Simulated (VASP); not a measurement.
Given:

```
CELL_PARAMETERS angstrom
      2.99000     0.00000     0.00000
      0.00000     2.99000     0.00000
      0.00000     0.00000     2.99000
ATOMIC_POSITIONS crystal
  Al 0.50000 0.50000 0.50000
  Ru 0.00000 0.00000 0.00000
```

The numbers are results of PBEsol GGA, VASP's PBE PAW potentials (set 64) (plane waves; VASP 6.6.1), not measurements. Run with 400 eV cut-off, 11×11×11 Γ-centred mesh, first-order Methfessel-Paxton smearing of 0.10 eV, potentials Al Ru_pv.

Task: The ions, cell shape and volume are relaxed. What does this cell relax into?

Result: 
```
CELL_PARAMETERS angstrom
      2.97495     0.00000     0.00000
      0.00000     2.97495     0.00000
      0.00000     0.00000     2.97495
ATOMIC_POSITIONS crystal
  Al 0.50000 0.50000 0.50000
  Ru 0.00000 0.00000 0.00000
```
Space group Pm-3m (221), at a tolerance of 0.03 Å.

Task: How do energy and volume change from the first to the last step?

Result: The energy (σ→0) changes by -2.1 meV/atom and the volume by -1.5 %, in 3 ionic steps.

```json
[
 {"step": "1", "E(σ→0) (eV)": "-15.5061", "max force (eV/Å)": "0.000", "pressure (GPa)": "-3.30", "volume (Å³)": "26.73"},
 {"step": "2", "E(σ→0) (eV)": "-15.4987", "max force (eV/Å)": "0.000", "pressure (GPa)": "5.88", "volume (Å³)": "25.68"},
 {"step": "3", "E(σ→0) (eV)": "-15.5104", "max force (eV/Å)": "0.000", "pressure (GPa)": "-0.03", "volume (Å³)": "26.33"}
]
```

The compound is RuAl in the CsCl type structure. This run relaxes it. Symmetry was kept, so distortions that lower it aren't found. The electron count is odd and the run is not spin-polarised, which forces a metal.
